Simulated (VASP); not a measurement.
Write the native input for VASP 6.6.1 that does the following.

```
Task                   : relaxation of cell and atoms
Functional             : LDA
Potentials or basis    : VASP PAW LDA potentials, release 64 (Zr_sv, B)
Cutoff                 : 600 eV
k mesh                 : 15 × 15 × 10
Occupations            : methfessel-paxton, width 0.1 eV
Spin                   : no spin polarisation
Further INCAR settings : ALGO = Normal; EDIFF = 1e-06; IBRION = 2; EDIFFG = -0.01; NSW = 90; ISIF = 3
```

The structure of ZrB2 lies in POSCAR:

```
ZrB2
1.0
    3.1700000000      0.0000000000      0.0000000000
   -1.5850000000      2.7453005300      0.0000000000
    0.0000000000      0.0000000000      3.5330000000
Zr B
1 2
Direct
    0.0000000000      0.0000000000      0.0000000000
    0.3333333333      0.6666666667      0.5000000000
    0.6666666667      0.3333333333      0.5000000000
```

These files were run (other wordings do the same):

INCAR

```
ALGO = Normal ; EDIFF = 1E-6
EDIFFG = -0.01 ; ENCUT = 600
GGA = CA ; IBRION = 2
ISIF = 3 ; ISMEAR = 1
LASPH = True ; LCHARG = False
LREAL = False ; LWAVE = False
NELM = 80 ; NSW = 90
PREC = Accurate ; SIGMA = 0.1
```

KPOINTS

```
k-points
0
Gamma
  15 15 10
```

Potentials or basis: VASP PAW LDA potentials, release 64 (Zr_sv, B).

Launch:

```bash
$ cat potpaw_LDA.64/Zr_sv/POTCAR potpaw_LDA.64/B/POTCAR > POTCAR
$ mpirun -np 1 vasp_std > vasp.out
```

It gave:

The relaxed volume is 9.90 Å³/atom and the relaxed cell is a = 3.135 Å, b = 3.135 Å, c = 3.489 Å, α = 90.00°, β = 90.00°, γ = 120.00°. The space group after relaxing (to 0.05 Å) is P6/mmm (No. 191), the energy gained by relaxing is 9.3 meV/atom and the ionic steps are 5. The pressure after relaxing is 0.1 GPa and the band gap on the k mesh is none (metal or under the smearing width).

It took 8.1 min on 1 thread of AMD EPYC 7R43 64-Core Processor (Zen 3), on a shared host, peak memory 0.17 GiB.
